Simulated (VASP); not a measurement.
Input for VASP

**INCAR**
```
SYSTEM  =  CoAl
PREC  =  Accurate; ENCUT  =  400; LREAL  =  .FALSE.
LASPH  =  .TRUE.
EDIFF  =  1E-8; NELM  =  100; ALGO  =  Normal
LMAXMIX  =  4; LMIXTAU  =  .TRUE.
ISMEAR  =  1; SIGMA  =  0.1
METAGGA  =  R2SCAN
IBRION  =  1; NSW  =  30; ISIF  =  2
EDIFFG  =  -0.001
LWAVE  =  .FALSE.; LCHARG  =  .FALSE.
```

File KPOINTS:
```
Regular mesh
0
G
  12 12 12
```

**POSCAR**
```
CoAl
1
    2.8205296959     0.0000000000     0.0000000000
    0.0000000000     2.8205296959     0.0000000000
    0.0000000000     0.0000000000     2.8205296959
Al Co
1 1
Direct
  0.5000000000   0.5000000000   0.5000000000
  0.0000000000   0.0000000000   0.0000000000
```

POTCAR, in this order: Al Co (PBE.64 set). Program: vasp_std.

Problem. Translate this r2SCAN calculation to Ansatz.

Solution. One equivalent input (not run):
Ansatz 0.2 input:
```yaml
crystal:
  lattice:
    - [2.8205297, 0.0000000, 0.0000000]
    - [0.0000000, 2.8205297, 0.0000000]
    - [0.0000000, 0.0000000, 2.8205297]
  atoms:
    - { symbol: Al, position: [0.5000000, 0.5000000, 0.5000000] }
    - { symbol: Co, position: [0.0000000, 0.0000000, 0.0000000] }
kpoints:
  mp_grid: { grid: [12, 12, 12] }
hamiltonian:
  xc: r2scan
  pseudopotentials: { kind: paw }
scf:
  occupations: { method: methfessel_paxton, width: 0.1 }
  max_iter: 100
relax:
  max_steps: 30
  f_tol: 0.001
output: { forces: true, stress: true, eigenvalues: true }
```
The two are equivalent in intent, not identical: each code has its own PAW files, so the cut-off isn't converted (ENCUT is set for VASP's; basis.ecutwfc is left out, and Ansatz then takes the one that its files recommend); Ansatz stops its SCF on the density residual and VASP on the energy change (EDIFF).

The compound is CoAl in the CsCl type structure. It was relaxed first. The start is the result of an earlier pass.
